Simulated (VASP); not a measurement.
These are LDA (Ceperley-Alder, Perdew-Zunger), VASP's LDA PAW potentials (set 64) (plane waves; VASP) values and carry that method's errors.

Input for VASP

**KPOINTS**
```
Automatic mesh
0
Gamma
12 12 12
0 0 0
```

**INCAR**
```
# general
SYSTEM  = NiAl
PREC    = Accurate
ENCUT   = 400
LREAL   = .FALSE.
LASPH   = .TRUE.

# electronic loop
EDIFF   = 1E-8
NELM    = 100
ALGO    = Normal
LMAXMIX = 4

# smearing
ISMEAR  = 1
SIGMA   = 0.1

# ions
IBRION  = 1
NSW     = 30
ISIF    = 2
EDIFFG  = -0.001

# output
LWAVE   = .FALSE.
LCHARG  = .FALSE.
```

File POSCAR:
```
NiAl
1
    2.8329008100     0.0000000000     0.0000000000
   -0.0000000000     2.8329008100     0.0000000000
   -0.0000000000    -0.0000000000     2.8329008100
Al Ni
1 1
Direct
  0.5000000000   0.5000000000   0.5000000000
  0.0000000000   0.0000000000   0.0000000000
```

POTCAR, in this order: Al Ni (LDA.64 set). Program: vasp_std.

What VASP printed:

OUTCAR:
```
 ion  position               nearest neighbor table
   1  0.500  0.500  0.500-   2 2.45   2 2.45   2 2.45   2 2.45   2 2.45   2 2.45   2 2.45   2 2.45
  LATTYP: Found a simple cubic cell.
 ALAT       =     2.8329008100
 Subroutine PRICEL returns:
 Original cell was already a primitive cell.
 Subroutine GETGRP returns: Found 48 space group operations
The static configuration has the point symmetry O_h .
The dynamic configuration has the point symmetry O_h .
 Subroutine INISYM returns: Found 48 space group operations
 Subroutine IBZKPT returns following result:
 Found     84 irreducible k-points:

 Following reciprocal coordinates:
            Coordinates               Weight
  0.000000  0.000000  0.000000      1.000000
  0.083333  0.000000  0.000000      6.000000
  0.166667  0.000000  0.000000      6.000000
  0.250000  0.000000  0.000000      6.000000
  0.333333  0.000000  0.000000      6.000000
  0.416667  0.000000  0.000000      6.000000
  0.500000  0.000000  0.000000      3.000000
  0.083333  0.083333  0.000000     12.000000
  0.166667  0.083333  0.000000     24.000000
  0.250000  0.083333  0.000000     24.000000
...
```

**OSZICAR**
```
       N       E                     dE             d eps       ncg     rms          rms(c)
DAV:   1     0.316638112083E+02    0.31664E+02   -0.48444E+03  1760   0.112E+03
DAV:   2    -0.125991003976E+02   -0.44263E+02   -0.41702E+02  1694   0.189E+02
DAV:   3    -0.136234446525E+02   -0.10243E+01   -0.10177E+01  2044   0.374E+01
DAV:   4    -0.136386366931E+02   -0.15192E-01   -0.15188E-01  2048   0.404E+00
DAV:   5    -0.136390088059E+02   -0.37211E-03   -0.37211E-03  1888   0.638E-01    0.121E+01
DAV:   6    -0.151371630508E+02   -0.14982E+01   -0.52857E+01  1858   0.130E+02    0.144E+01
DAV:   7    -0.122218154071E+02    0.29153E+01   -0.15395E+01  1838   0.776E+01    0.106E+00
DAV:   8    -0.122122928656E+02    0.95225E-02   -0.32977E-01  2030   0.697E+00    0.105E+00
DAV:   9    -0.121961313176E+02    0.16162E-01   -0.53738E-02  1964   0.389E+00    0.163E-01
DAV:  10    -0.121957818426E+02    0.34947E-03   -0.92060E-04  1872   0.454E-01    0.878E-02
DAV:  11    -0.121957792865E+02    0.25562E-05   -0.36618E-05  2266   0.816E-02    0.231E-02
DAV:  12    -0.121957785818E+02    0.70468E-06   -0.22227E-06  1984   0.264E-02    0.506E-03
DAV:  13    -0.121957783418E+02    0.23996E-06   -0.87985E-07  2390   0.118E-02    0.163E-03
DAV:  14    -0.121957783409E+02    0.91791E-09   -0.37398E-08  1410   0.211E-03
   1 F= -.12195778E+02 E0= -.12195826E+02  d E =-.121958E+02
```

OUTCAR:
```
------------------------ aborting loop because EDIFF is reached ----------------------------------------
  FORCE on cell =-STRESS in cart. coord.  units (eV):
  Direction    XX          YY          ZZ          XY          YZ          ZX
  --------------------------------------------------------------------------------------
  Total       -0.0010560     -0.0010560     -0.0010560      0.0000000      0.0000000     -0.0000000
  in kB       -0.0744184     -0.0744184     -0.0744184      0.0000000      0.0000000     -0.0000000
  external PRESSURE =      -0.0744184 kB  Pullay stress =       0.0000000 kB
  volume of cell :       22.73
      direct lattice vectors                 reciprocal lattice vectors
     2.832900810  0.000000000  0.000000000     0.352995063  0.000000000  0.000000000
     0.000000000  2.832900810  0.000000000     0.000000000  0.352995063  0.000000000
     0.000000000  0.000000000  2.832900810     0.000000000  0.000000000  0.352995063
 POSITION                                       TOTAL-FORCE (eV/Angst)
 -----------------------------------------------------------------------------------
      1.41645      1.41645      1.41645         0.000000      0.000000      0.000000
      0.00000      0.00000      0.00000         0.000000      0.000000      0.000000
 -----------------------------------------------------------------------------------
    total drift:                               -0.000000      0.000000     -0.000000
  FREE ENERGIE OF THE ION-ELECTRON SYSTEM (eV)
  ---------------------------------------------------
  free  energy   TOTEN  =       -12.1957783409 eV

  energy  without entropy=      -12.1959211730  energy(sigma->0) =      -12.19582595

 reached required accuracy - stopping structural energy minimisation
```
(Selected blocks of OUTCAR.)

The compound is NiAl in the CsCl type structure. It was relaxed first, which changed the volume by -6 %. The start is the result of an earlier pass. The run is not spin-polarised, so no magnetic state was tried. The electron count is odd and the run is not spin-polarised, which forces a metal.
